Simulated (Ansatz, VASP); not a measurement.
# BN in two plane-wave programs

One calculation is typed for both programs; each brings its own data sets. How far apart do they land? The cell is taken from a series of runs on this material, whose earlier steps may have relaxed, scaled, displaced or heated it; both programs get it as it stands.

Program: Ansatz 0.2.0. Level of theory: plane waves, with VASP 6.6.1 beside it; zone-centre phonons at LDA. Results are calculated unless marked as measured.

**1. Starting point**

Symmetry: F-43m, No. 216, cubic system. The conventional cell has a = 3.580 Å, b = 3.580 Å, c = 3.580 Å, α = 90.00°, β = 90.00°, γ = 90.00°. Nearest to B lie 4 N at 1.55 Å. Nearest to N lie 4 B at 1.55 Å. Farther neighbours and most contacts between anions are not listed.

**2. VASP: zone-centre phonons, LDA**

Second derivatives magnify differences that forces hide, and they need a tight electronic threshold.

Lines of VASP's logs that name or quote its potential files are left out, and so is its time.

INCAR

```
SYSTEM = BN
PREC = Accurate
ENCUT = 600
EDIFF = 1E-08
NELM = 120
ISMEAR = -1
SIGMA = 0.03
LREAL = .FALSE.
ALGO = Normal
GGA = CA
NELECT = 7.995412
NBANDS = 9
LORBIT = 11
LWAVE = .FALSE.
LCHARG = .FALSE.
ISIF = 2
IBRION = 8
LASPH = .TRUE.
GGA_COMPAT = .FALSE.
KPAR = 2
```

POSCAR

```
BN
1.0
    0.0000000000      1.7899253158      1.7899253158
    1.7899253158      0.0000000000      1.7899253158
    1.7899253158      1.7899253158      0.0000000000
B N
1 1
Direct
    0.0000000000      0.0000000000      0.0000000000
    0.2500000000      0.2500000000      0.2500000000
```

KPOINTS

```
Automatic mesh
0
Gamma
36 36 36
0 0 0
```

Potentials, in the order of the species: B and N (LDA family, release 64).

The run is started by

```bash
$ mpirun -np 2 vasp_std
```

Numbers of over 12 decimals in the logs are rounded to 6 here.

Log:

```text
[banner, memory and clock lines left out]
running    2 mpi-ranks, on    1 nodes
 distrk:  each k-point on    1 cores,    2 groups
 distr:  one band on    1 cores,    1 groups

 POSCAR found type information on POSCAR B N
 POSCAR found :  2 types and       2 ions
 LDA part: xc-table for (Slater(with rela. corr.)+CA(PZ))
 , standard interpolation
 POSCAR, INCAR and KPOINTS ok, starting setup
 FFT: planning ... GRIDC
 FFT: planning ... GRID_SOFT
 FFT: planning ... GRID
 WAVECAR not read
 entering main loop
       N       E                     dE             d eps       ncg     rms          rms(c)
DAV:   1     0.101723310852E+02    0.10172E+02   -0.48239E+03 23072   0.850E+02
DAV:   2    -0.202295660987E+02   -0.30402E+02   -0.29384E+02 28205   0.171E+02
DAV:   3    -0.206264394780E+02   -0.39687E+00   -0.39573E+00 25277   0.185E+01
DAV:   4    -0.206269899649E+02   -0.55049E-03   -0.55045E-03 24258   0.748E-01
DAV:   5    -0.206269904808E+02   -0.51595E-06   -0.51600E-06 24531   0.235E-02BRMIX: very serious problems
 the old and the new charge density differ
 old charge density:     8.00000 new    7.99541
BRMIX: very serious problems
 the old and the new charge density differ
 old charge density:     8.00000 new    7.99541
    0.663E+00
DAV:   6    -0.196028212613E+02    0.10242E+01   -0.33572E+00 22857   0.125E+01    0.315E+00
DAV:   7    -0.194841044524E+02    0.11872E+00   -0.10638E-01 23264   0.299E+00    0.178E+00
DAV:   8    -0.194518726277E+02    0.32232E-01   -0.56442E-02 23006   0.176E+00    0.188E-01
DAV:   9    -0.194517134551E+02    0.15917E-03   -0.81205E-04 23195   0.281E-01    0.812E-02
DAV:  10    -0.194516968622E+02    0.16593E-04   -0.46397E-05 23434   0.743E-02    0.131E-02
DAV:  11    -0.194516973657E+02   -0.50352E-06   -0.22086E-06 23946   0.115E-02    0.564E-03
DAV:  12    -0.194516972494E+02    0.11627E-06   -0.68318E-07 23294   0.562E-03    0.262E-04
DAV:  13    -0.194516972504E+02   -0.92371E-09   -0.11412E-08 11941   0.122E-03
   1 F= -.19451697E+02 E0= -.19451595E+02  d E =-.205357E-03
 Linear response reoptimize wavefunctions to high precision
DAV:   1    -0.194516972503E+02    0.29104E-10   -0.28363E-10 13481   0.231E-04
 Linear response DOF=           2
 Linear response progress:
  Degree of freedom:   1/  2
       N       E                     dE             d eps       ncg     rms          rms(c)
RMM:   1    -0.417955916199E-01   -0.41796E-01   -0.23828E-02293228   0.151E+00
RMM:   2    -0.366552047480E-01    0.51404E-02   -0.10124E-03177002   0.273E-01    0.167E-01
RMM:   3    -0.365811875458E-01    0.74017E-04   -0.18740E-04178202   0.104E-01    0.921E-02
RMM:   4    -0.369598526063E-01   -0.37867E-03   -0.21651E-04175691   0.115E-01    0.809E-03
RMM:   5    -0.369488889289E-01    0.10964E-04   -0.57437E-06180578   0.919E-03    0.121E-03
RMM:   6    -0.369465018465E-01    0.23871E-05   -0.43707E-07180629   0.652E-04    0.471E-04
RMM:   7    -0.369439548447E-01    0.25470E-05   -0.51100E-08183002   0.494E-04    0.481E-05
RMM:   8    -0.369440885161E-01   -0.13367E-06   -0.96021E-08186249   0.454E-05    0.133E-05
RMM:   9    -0.369440099080E-01    0.78608E-07   -0.13212E-07191498   0.231E-05    0.996E-07
RMM:  10    -0.369440123292E-01   -0.24213E-08   -0.15129E-07127335   0.118E-05    0.431E-07
RMM:  11    -0.369440127568E-01   -0.42755E-09   -0.15034E-07108830   0.116E-05    0.136E-08
 first order change of Fermi-energy  -0.36642E-05
 force on displaced ion       1 direction 1 : -22.862   0.000   0.000
 Linear response progress:
  Degree of freedom:   2/  2
       N       E                     dE             d eps       ncg     rms          rms(c)
RMM:   1    -0.230252385387E+00   -0.23025E+00    0.10028E-01236802   0.369E+00
RMM:   2    -0.224164275777E+00    0.60881E-02   -0.21632E-03176589   0.499E-01    0.235E-01
RMM:   3    -0.225161454134E+00   -0.99718E-03   -0.46654E-04160303   0.190E-01    0.127E-01
RMM:   4    -0.227273241686E+00   -0.21118E-02   -0.44951E-04157140   0.185E-01    0.235E-02
RMM:   5    -0.227330188985E+00   -0.56947E-04   -0.71680E-06179812   0.277E-02    0.983E-04
RMM:   6    -0.227340451983E+00   -0.10263E-04    0.33439E-08176905   0.154E-03    0.423E-04
RMM:   7    -0.227338292956E+00    0.21590E-05    0.79873E-08182830   0.517E-04    0.529E-05
RMM:   8    -0.227338265448E+00    0.27508E-07    0.72961E-08179443   0.555E-05    0.241E-05
RMM:   9    -0.227338166193E+00    0.99255E-07    0.81761E-08191463   0.441E-05    0.106E-06
RMM:  10    -0.227338160087E+00    0.61057E-08    0.82994E-08147135   0.273E-05    0.439E-07
 first order change of Fermi-energy   0.14037E-03
 force on displaced ion       2 direction 1 : -22.854   0.000   0.000
 Linear response finished
```

From OUTCAR (step 2):

```text
NELECT = 7.995412

 ion  position               nearest neighbor table
   1  0.000  0.000  0.000-   2 1.55   2 1.55   2 1.55   2 1.55
   2  0.250  0.250  0.250-   1 1.55   1 1.55   1 1.55   1 1.55

  LATTYP: Found a face centered cubic cell.
 ALAT       =     3.5798506316

 Subroutine GETGRP returns: Found 24 space group operations
 (whereof 24 operations were pure point group operations)

The static configuration has the point symmetry T_d .

 Found   1240 irreducible k-points:

   k-points           NKPTS =   1240   k-points in BZ     NKDIM =   1240   number of bands    NBANDS=      9

   dimension x,y,z NGX =    20 NGY =   20 NGZ =   20
   dimension x,y,z NGXF=    40 NGYF=   40 NGZF=   40

   ENCUT  =  600.0 eV  44.10 Ry    6.64 a.u.   5.06  5.06  5.06*2*pi/ulx,y,z

 k-points in reciprocal lattice and weights: Automatic mesh
   0.00000000  0.00000000  0.00000000       0.000
   0.02777778  0.00000000  0.00000000       0.000
   0.05555556  0.00000000  0.00000000       0.000
   0.08333333  0.00000000  0.00000000       0.000
   0.11111111  0.00000000  0.00000000       0.000
   0.13888889  0.00000000  0.00000000       0.000
   0.16666667  0.00000000  0.00000000       0.000
   0.19444444  0.00000000  0.00000000       0.000
   0.22222222  0.00000000  0.00000000       0.000
[...]
-0.27777778  0.50000000  0.22222222       0.000
  -0.25000000  0.50000000  0.25000000       0.000

 average (electrostatic) potential at core
       1 -29.1653       2 -59.7780

  Total        0.0107658      0.0107658      0.0107658      0.0000000     -0.0000000     -0.0000000
  in kB        1.5039082      1.5039082      1.5039082      0.0000000     -0.0000000     -0.0000000
  external PRESSURE =       1.5039082 kB  Pullay stress =       0.0000000 kB

  energy-cutoff  :      600.00
  volume of cell :       11.47
      direct lattice vectors                 reciprocal lattice vectors
     0.000000000  1.789925316  1.789925316    -0.279341264  0.279341264  0.279341264
     1.789925316  0.000000000  1.789925316     0.279341264 -0.279341264  0.279341264
     1.789925316  1.789925316  0.000000000     0.279341264  0.279341264 -0.279341264

 POSITION                                       TOTAL-FORCE (eV/Angst)
 -----------------------------------------------------------------------------------
      0.00000      0.00000      0.00000         0.000000      0.000000      0.000000
      0.89496      0.89496      0.89496        -0.000000     -0.000000     -0.000000
 -----------------------------------------------------------------------------------
    total drift:                               -0.000000     -0.000000     -0.000000

 Eigenvectors and eigenvalues of the dynamical matrix
 ----------------------------------------------------

   1 f  =   30.261566 THz   190.139025 2PiTHz 1009.417176 cm-1   125.151723 meV
             X         Y         Z           dx          dy          dz
      0.000000  0.000000  0.000000     0.000000    0.751248    0.000000
      0.894963  0.894963  0.894963    -0.000000   -0.660020    0.000000

   2 f  =   30.261566 THz   190.139025 2PiTHz 1009.417176 cm-1   125.151723 meV
             X         Y         Z           dx          dy          dz
      0.000000  0.000000  0.000000     0.000000    0.000000    0.751248
      0.894963  0.894963  0.894963     0.000000    0.000000   -0.660020

   3 f  =   30.261566 THz   190.139025 2PiTHz 1009.417176 cm-1   125.151723 meV
             X         Y         Z           dx          dy          dz
      0.000000  0.000000  0.000000    -0.751248   -0.000000    0.000000
      0.894963  0.894963  0.894963     0.660020   -0.000000   -0.000000

   4 f/i=    0.002763 THz     0.017363 2PiTHz    0.092176 cm-1     0.011428 meV
             X         Y         Z           dx          dy          dz
      0.000000  0.000000  0.000000     0.061023    0.395464   -0.524891
      0.894963  0.894963  0.894963     0.069457    0.450125   -0.597442

   5 f/i=    0.002763 THz     0.017363 2PiTHz    0.092176 cm-1     0.011428 meV
             X         Y         Z           dx          dy          dz
      0.000000  0.000000  0.000000     0.555400    0.250777    0.253510
      0.894963  0.894963  0.894963     0.632168    0.285440    0.288551

   6 f/i=    0.002763 THz     0.017363 2PiTHz    0.092176 cm-1     0.011428 meV
             X         Y         Z           dx          dy          dz
      0.000000  0.000000  0.000000     0.351330   -0.465129   -0.309593
      0.894963  0.894963  0.894963     0.399891   -0.529420   -0.352386

 ELASTIC MODULI CONTR FROM IONIC RELAXATION (kBar)
 Direction    XX          YY          ZZ          XY          YZ          ZX
 --------------------------------------------------------------------------------
 XX          -0.0000     -0.0000     -0.0000     -0.0000     -0.0000     -0.0000
 YY          -0.0000     -0.0000     -0.0000     -0.0000     -0.0000      0.0000
 ZZ          -0.0000     -0.0000     -0.0000     -0.0000     -0.0000     -0.0000
 XY          -0.0000     -0.0000     -0.0000    -73.9851     -0.0000     -0.0000
 YZ          -0.0000     -0.0000     -0.0000     -0.0000    -73.9851     -0.0000
 ZX          -0.0000      0.0000     -0.0000     -0.0000     -0.0000    -73.9851
 --------------------------------------------------------------------------------
```

The cell is charged against a uniform background.

**3. Ansatz: zone-centre phonons, LDA**

Ansatz runs on its PAW soft_1 files.

The same cell, functional (in two slightly different forms), mesh and smearing now go to Ansatz, which takes its cutoff from its data sets.

input.yaml

```yaml
crystal:
  lattice:
    - [0.0, 1.7899253158, 1.7899253158]
    - [1.7899253158, 0.0, 1.7899253158]
    - [1.7899253158, 1.7899253158, 0.0]
  atoms:
    - { symbol: B, position: [0.0, 0.0, 0.0] }
    - { symbol: "N", position: [0.25, 0.25, 0.25] }
total_charge: 0.004588
kpoints:
  mp_grid: { grid: [36, 36, 36] }
hamiltonian:
  xc: lda
  pseudopotentials: { kind: paw, azcp: { folder: soft_1 }, xc_functional: pbe }
scf:
  occupations: { method: fermi_dirac, width: 0.03 }
output:
  eigenvalues: true
phonons:
  method: dfpt
```

The run is started by

```bash
$ ansatz run input.yaml --threads 8 --pin off --max-ram 16384MiB --backend cpu --events-out ev --progress --plain --runs-dir out
```

Log:

```text
zone centre: on kpoints.mp_grid the ground state, and the responses unless they are solved on pairs of k-points, stand on 3349 of the mesh's 46656 k-points, reduced under 8 symmetry operations, with k and −k counted as one. Each operation leaves every solved displacement unchanged or reverses it
Engine: ansatz 0.2.0, x86_64-unknown-linux-gnu
Pseudopotentials: kind: paw
Pseudopotential: B, paw, valence charge 3, recommended cutoff 420 eV (normal), soft_1/B.paw.azcp
Pseudopotential: N, paw, valence charge 5, recommended cutoff 420 eV (normal), soft_1/N.paw.azcp
Functional definition: SPW92
  exchange = slater_x
  correlation = pw_c
Crystal: 2 atoms, lattice volume = 11.469 Å³
Basis set: ecut = 420 eV, 229 PW (Γ), exchange–correlation on 36×36×36 points (8 copies of the dense FFT grid, shifted against one another)
Bands: 8, of which v1, the nominal top of the filled ones, is band 4 counted from 1 (3 counted from 0)
Symmetry: 24 space group operations
k-points: 3349 of 46656 (irreducible under 8 space group operations, time reversal used)
Non-local potential: B, projectors of the file, l = 0: 2, l = 1: 2, l = 2: 1
Non-local potential: N, projectors of the file, l = 0: 2, l = 1: 2, l = 2: 1
PAW form: soft (Blöchl's): semilocal exchange-correlation on the pseudo side does not see the compensation charge
PAW frozen core: B, regenerated for the run's functional, and the local potential with it (the file was generated under x = pbe(κ = 0.804, μ = 0.219515), c = pbe(β = 0.066725))
PAW frozen core: N, regenerated for the run's functional, and the local potential with it (the file was generated under x = pbe(κ = 0.804, μ = 0.219515), c = pbe(β = 0.066725))
PAW one-centre angular grid: B, 110 points (default); XC on 64 Gauss nodes
PAW one-centre angular grid: N, 110 points (default); XC on 64 Gauss nodes
Initial density: superposition of atomic densities (chi_scale 0.1, normalization cell, long waves kept (reshape's long-wave potential 0.00 eV rms))
Initial wavefunctions: pseudopotential atomic-orbital guess
Functional: x = slater, c = lda
SCF iter   1: F=—  HF=-527.303868 eV  |F-HF|=—  |Δ(HF+E_count)|=         —  Δρ=1.50e-1  dr2=2.05e0  ethr=3.10e-3  ⟨swp⟩=4.7  Hψ=172335  notcnv=0
preconditioner: auto → none  [metal: Δε(μ)=0.006 eV  Ē_g=20.658 eV  σ=0.030 eV  W_gap=0.05  n_scr=0 (ndim 8)  ℏωp=31.0 eV  f_vac=0.000  D(μ)=0.08/eV (n_scr^D=0)]
SCF iter   2: F=—  HF=-526.607482 eV  |F-HF|=—  |Δ(HF+E_count)|=   6.96e-1  Δρ=6.47e-2  dr2=2.67e-1  ethr=3.10e-3  ⟨swp⟩=2.0  Hψ=79501  notcnv=0
SCF iter   3: F=—  HF=-526.533058 eV  |F-HF|=—  |Δ(HF+E_count)|=   7.44e-2  Δρ=2.18e-2  dr2=3.34e-2  ethr=3.10e-3  ⟨swp⟩=3.0  Hψ=52726  notcnv=0
SCF iter   4: F=—  HF=-526.523295 eV  |F-HF|=—  |Δ(HF+E_count)|=   9.76e-3  Δρ=2.91e-3  dr2=3.25e-4  ethr=4.18e-4  ⟨swp⟩=3.0  Hψ=53579  notcnv=0
SCF iter   5: F=—  HF=-526.523275 eV  |F-HF|=—  |Δ(HF+E_count)|=   1.94e-5  Δρ=1.61e-4  dr2=1.27e-6  ethr=4.07e-6  ⟨swp⟩=2.0  Hψ=35848  notcnv=0
SCF iter   6: F=—  HF=-526.523275 eV  |F-HF|=—  |Δ(HF+E_count)|=   4.60e-8  Δρ=1.47e-5  dr2=5.33e-9  ethr=1.59e-8  ⟨swp⟩=2.6  Hψ=40518  notcnv=0
SCF iter   7: F=—  HF=-526.523275 eV  |F-HF|=—  |Δ(HF+E_count)|=  3.32e-11  Δρ=7.80e-7  dr2=3.41e-11  ethr=6.67e-11  ⟨swp⟩=2.0  Hψ=38049  notcnv=0
SCF iter   8: F=-526.523275 eV  HF=-526.523275 eV  |F-HF|=0.00e0  |Δ(HF+E_count)|=  7.05e-12  Δρ=9.35e-8  dr2=3.99e-13  ethr=1.00e-12  ⟨swp⟩=5.0  Hψ=89309  notcnv=0
SCF 1 converged in 8 iterations: F = -526.523275 eV  dr2 = 3.99e-13
  greatest PAW one-centre occupation: 0.784 electrons in one spin orbital (limit 2), on the N atom at site 1 (counted from 0), in its partial waves of l = 0
DFPT response loops at Γ: preconditioner auto → Kerker (q_TF=auto, 2.569 Å⁻¹) (partly filled bands, converged f_vac=0.000); β = 1.00, the filter's whole step (`scf.mixing.beta` (0.50) is not read by the response loops under this deck's `scf.mixing.preconditioner`; to damp them name `kerker` or `kerker_dos`, under which they read `scf.mixing.beta`, and type it under 1.00, their step now; both keys bind the ground state too); Broyden in place of MSR1
SCF converged after 8 iterations
Free energy (F): -526.523275 eV
Harris-Foulkes:  -526.523275 eV  (|F-HF|=0.00e0)
Internal energy: -526.523070 eV  (E = F + TS)
E sigma→0 (E₀):  -526.523172 eV
Entropy (-TS):   -0.000205 eV (-0.103 meV/atom)
Fermi energy:    11.304911 eV
--- Per-component energies (eV) ---
  E_band       = 27.260244
  E_kinetic    = 184.815697
  E_local      = -156.985058  (includes V_loc(G=0)·N_el)
  E_nonlocal   = 44.146632
  E_hartree    = 47.728201
  E_xc         = -92.733270
  E_vxc        = -115.127384  (∫ρ·V_xc dr)
  E_paw        = -191.718560  (= ΣΔE_a)
  E_vpaw       = -25.046962  (= ΣTr[D̂ρ^β])
  E_aug_tail   = 0.000920  (compensation charges beyond the density's cutoff)
  E_ewald      = -361.903510
  E_core_change = 0.125878  (= ΣΔE_core)
  E_smearing   = -0.000205  (= −TS)
  E_closure    = -0.000000  (closes the sum)
  E_deformation_potential = 0.098192  (in the stress; not in F)
  Σ components = -526.523275   (vs F -526.523275, Δ=0.00e0)
--- Band table (eV; the first three rows and the last of 3349) ---
  k-point 0: bands = ["-9.0241", "11.3841", "11.3841", "11.3841", "20.2182", "20.2182", "20.2182", "22.2768"]
  k-point 1: bands = ["-9.0047", "11.2721", "11.3615", "11.3615", "20.2515", "20.2515", "20.2547", "22.3360"]
  k-point 2: bands = ["-8.9467", "10.9542", "11.2975", "11.2975", "20.3485", "20.3485", "20.3524", "22.5113"]
  k-point 3348: bands = ["-2.8304", "3.7556", "4.1412", "4.6193", "20.9552", "24.9586", "25.8214", "26.5018"]
--- Phonons (Γ-DFPT): 2 representative perturbations + reference, on 3349 of 46656 k-points (Σ response iterations 6) ---
  k mesh reduced under 8 symmetry operations, with k and −k counted as one. Each operation leaves every solved displacement unchanged or reverses it
  ASR residual: 9.104e-6 → 0.000e0 eV/Å²; symmetrization residual: 6.409e-8 eV/Å²
  ASR residual per site (eV/Å²): 9.10e-6 4.35e-6
  Γ frequencies (cm⁻¹): 0.00 0.00 0.00 998.05 998.05 998.05
  non-analytic LO–TO correction: not included (Born effective charges unavailable; polar crystals: no LO–TO splitting at Γ)
```

**4. Comparison**

Known differences besides the potentials themselves: the two LDA forms differ slightly; the cutoff is 420 eV in Ansatz and 600 eV in VASP; VASP's log shows a relativistic correction to its local exchange, Ansatz's none. Total energies have different zeros and are not compared.

Both answers:

| quantity | Ansatz | VASP | difference |
| --- | --- | --- | --- |
| optical mode 1 to 3 (cm⁻¹) | 998.0 | 1009.4 | -1.13 % |

Modes are paired by rising frequency, not by their patterns, so a pair may set unlike modes beside each other; they are those without the splitting of longitudinal modes. The cell carries a charge of +0.004588 e against a uniform background, so its pressure also hangs on how the neutralising background is counted, and in a defect's cell a gap may be the spacing between its levels.

**5. Results**

| Quantity | Value |
| --- | --- |
| r.m.s. difference of the optical zone-centre modes, each program's sorted by frequency (zone-centre phonons, LDA) | 11 cm⁻¹ |
| difference in optical mode 1 to 3 (zone-centre phonons, LDA) | -1.1 % |

The r.m.s. difference of the optical zone-centre modes, each program's sorted by frequency is 11 cm⁻¹ (zone-centre phonons, LDA). Among the rows given in per cent, the largest difference of the zone-centre phonons, LDA pair is in optical mode 1 to 3, -1.1 %. How closely two codes agree says nothing of how well the functional describes the real material.

[Lines on the potential files, build, host, timing and source positions are cut from VASP's logs without a mark.]

[Logs are printed without paths, hosts, clocks, repeated set-up lines and the standing remarks that a program may print on its own settings, such as how far it seeks lower states.]

[Hosts, paths, dates, database ids (printed as entryN), source tags and the programs' standing remarks are cut or masked in the printed files.]
